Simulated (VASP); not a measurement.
# Pd (Palladium): how cutoff and mesh change the relaxed cell, part 2 of 2

Aim: test the relaxed volume of Pd (Palladium) against cutoff and mesh. The starting structure is a measured crystal structure from the Crystallography Open Database. The first relaxation on each setting starts from this cell expanded by 3 % in volume.

VASP 6.6.1.

Results so far: reference 14.52 Å³ an atom; a cutoff of 250 eV 14.27 Å³ an atom; an 11×11×11 mesh 14.56 Å³ an atom.

**5. Relaxation with a cutoff of 600 eV**

Level of this step: PBEsol; plane waves and PAW (Pd) (VASP).

Against step 2 the input has ENCUT = 600. This run starts from the cell of an earlier relaxation, which isn't shown; the restart sets up the plane waves anew.

INCAR

```
SYSTEM = Pd
PREC = Accurate
ENCUT = 600
EDIFF = 1E-06
NELM = 100
ISMEAR = 1
SIGMA = 0.15
LREAL = .FALSE.
ALGO = Normal
GGA = PS
NBANDS = 11
LORBIT = 11
LWAVE = .FALSE.
LCHARG = .FALSE.
KPAR = 4
IBRION = 2
NSW = 50
ISIF = 3
EDIFFG = -0.006
```

POSCAR

```
Pd
1.0
    0.0000000000      1.9359266492      1.9359266492
    1.9359266492      0.0000000000      1.9359266492
    1.9359266492      1.9359266492      0.0000000000
Pd
1
Direct
    0.0000000000      0.0000000000      0.0000000000
```

KPOINTS

```
Automatic mesh
0
Gamma
20 20 20
0 0 0
```

The projector-augmented-wave data sets are Pd (PBE family, release 64).

Started as:

```console
$ mpirun -np 4 vasp_std
```

What it wrote:

```text
[... set-up lines as in an earlier step ...]
 entering main loop
       N       E                     dE             d eps       ncg     rms          rms(c)
DAV:   1     0.457721208764E+02    0.45772E+02   -0.56779E+03  5656   0.969E+02
DAV:   2    -0.572618657251E+01   -0.51498E+02   -0.49807E+02  6239   0.195E+02
DAV:   3    -0.635229469993E+01   -0.62611E+00   -0.62253E+00  6852   0.228E+01
DAV:   4    -0.635486140803E+01   -0.25667E-02   -0.25664E-02  6788   0.153E+00
[...]
DAV:   9    -0.595961052025E+01    0.69415E-04   -0.30658E-04  7497   0.150E-01    0.170E-02
DAV:  10    -0.595961554977E+01   -0.50295E-05   -0.48310E-06  7023   0.201E-02    0.116E-02
DAV:  11    -0.595961478027E+01    0.76950E-06   -0.11936E-07  4826   0.354E-03
   1 F= -.59596148E+01 E0= -.59588058E+01  d E =-.595961E+01
[...]
reached required accuracy - stopping structural energy minimisation
```

Wall time 4.4 s (4 MPI ranks of Intel Xeon 6975P-C (Granite Rapids), shared host); peak memory 0.68 GiB.

From OUTCAR (step 5):

```text
  Total        0.0012053      0.0012053      0.0012053      0.0000000      0.0000000      0.0000000
  in kB        0.1330758      0.1330758      0.1330758      0.0000000      0.0000000      0.0000000
  external PRESSURE =       0.1330758 kB  Pullay stress =       0.0000000 kB

 POSITION                                       TOTAL-FORCE (eV/Angst)
 -----------------------------------------------------------------------------------
      0.00000      0.00000      0.00000         0.000000      0.000000      0.000000
 -----------------------------------------------------------------------------------
    total drift:                               -0.000000      0.000000      0.000000

  FREE ENERGIE OF THE ION-ELECTRON SYSTEM (eV)
  ---------------------------------------------------
  free  energy   TOTEN  =        -5.9596147803 eV

  energy  without entropy=       -5.9571879545  energy(sigma->0) =       -5.95880584

[... 2 parts as in an earlier step ...]

[... 2 further parts left out ...]
[key lines of the parts left out:]
E-fermi :   9.8768
```

With a cutoff of 600 eV the cell ends at 14.511 Å³ an atom, -0.05 % from the reference.

**6. Relaxation with a 28×28×28 mesh**

Against step 2 the input has a 28×28×28 mesh. This run starts from the cell of an earlier relaxation, which isn't shown; the restart sets up the plane waves anew.

Edit INCAR of step 5 so:

```diff
@@ -2,3 +2,3 @@
 PREC = Accurate
-ENCUT = 600
+ENCUT = 450
 EDIFF = 1E-06
```

POSCAR

```
Pd
1.0
    0.0000000000      1.9365736433      1.9365736433
    1.9365736433      0.0000000000      1.9365736433
    1.9365736433      1.9365736433      0.0000000000
Pd
1
Direct
    0.0000000000      0.0000000000      0.0000000000
```

KPOINTS

```
Automatic mesh
0
Gamma
28 28 28
0 0 0
```

Started as:

```console
$ mpirun -np 4 vasp_std
```

What it wrote:

```text
[... set-up lines as in an earlier step ...]
 entering main loop
       N       E                     dE             d eps       ncg     rms          rms(c)
DAV:   1     0.371796721206E+02    0.37180E+02   -0.46989E+03 13867   0.753E+02
DAV:   2    -0.585211340660E+01   -0.43032E+02   -0.41647E+02 15684   0.170E+02
DAV:   3    -0.634965138565E+01   -0.49754E+00   -0.49524E+00 16324   0.195E+01
DAV:   4    -0.635188917266E+01   -0.22378E-02   -0.22375E-02 16699   0.139E+00
[...]
DAV:   9    -0.595900540951E+01    0.92697E-04   -0.43140E-04 18124   0.175E-01    0.171E-02
DAV:  10    -0.595901115492E+01   -0.57454E-05   -0.55117E-06 17207   0.210E-02    0.130E-02
DAV:  11    -0.595901042993E+01    0.72499E-06   -0.20681E-07 12034   0.441E-03
   1 F= -.59590104E+01 E0= -.59579610E+01  d E =-.595901E+01
[...]
reached required accuracy - stopping structural energy minimisation
```

It took 7.6 s on 4 MPI ranks; peak memory 0.75 GiB; 28 s of CPU time.

From OUTCAR (step 6):

```text
  Total        0.0022300      0.0022300      0.0022300     -0.0000000      0.0000000      0.0000000
  in kB        0.2459723      0.2459723      0.2459723     -0.0000000      0.0000000      0.0000000
  external PRESSURE =       0.2459723 kB  Pullay stress =       0.0000000 kB

 POSITION                                       TOTAL-FORCE (eV/Angst)
 -----------------------------------------------------------------------------------
      0.00000      0.00000      0.00000         0.000000      0.000000      0.000000
 -----------------------------------------------------------------------------------
    total drift:                                0.000000      0.000000      0.000000

  FREE ENERGIE OF THE ION-ELECTRON SYSTEM (eV)
  ---------------------------------------------------
  free  energy   TOTEN  =        -5.9590104299 eV

  energy  without entropy=       -5.9558620790  energy(sigma->0) =       -5.95796098

[... 1 part as in an earlier step ...]

[... 3 further parts left out ...]
[key lines of the parts left out:]
E-fermi :   9.8765
```

With a 28×28×28 mesh the cell ends at 14.526 Å³ an atom, +0.05 % from the reference.

**7. Comparison**

| run | volume (Å³/atom) | change (%) | pressure left (GPa) | core minutes |
| --- | --- | --- | --- | --- |
| reference | 14.519 | - | 0.02 | 0.827 |
| a cutoff of 250 eV | 14.267 | -1.73 | -0.01 | 0.4 |
| an 11×11×11 mesh | 14.558 | 0.27 | 0.01 | 0.32 |
| a cutoff of 600 eV | 14.511 | -0.05 | 0.01 | 1.01 |
| a 28×28×28 mesh | 14.526 | 0.05 | 0.02 | 1.79 |

Core minutes are wall time times ranks, summed over the relaxations behind a row (those for a bulk modulus apart), on shared hosts.

**8. Results**

```
volume of the reference                          : 14.52 Å³/atom
volume against the reference, a cutoff of 250 eV : -1.73 %
volume against the reference, an 11×11×11 mesh   : +0.27 %
volume against the reference, a cutoff of 600 eV : -0.05 %
volume against the reference, a 28×28×28 mesh    : +0.05 %
```

The volume moves most with a cutoff of 250 eV: -1.73 % against the reference (450 eV, 20×20×20 mesh). On finer settings it changes by -0.05 % with a cutoff of 600 eV and +0.05 % with a 28×28×28 mesh. The relaxations stop with up to 0.02 GPa left, which at a bulk modulus of 50 GPa, to name a scale, is 0.05 % of the volume. That understates it: a restart alone still moved the volume by up to 0.8 %. A cell that shrinks at the lower cutoff is the usual mark of Pulay stress, the error that a plane-wave basis makes when it is kept while the volume changes. Further runs on this material are not shown.

[Lines on the potential files, build, host, timing and source positions are cut from VASP's logs without a mark.]

[Logs are printed without paths, hosts, clocks, repeated set-up lines and the standing remarks that a program may print on its own settings, such as how far it seeks lower states.]

[Hosts, paths, dates, database ids (printed as entryN), source tags and the programs' standing remarks are cut or masked in the printed files.]
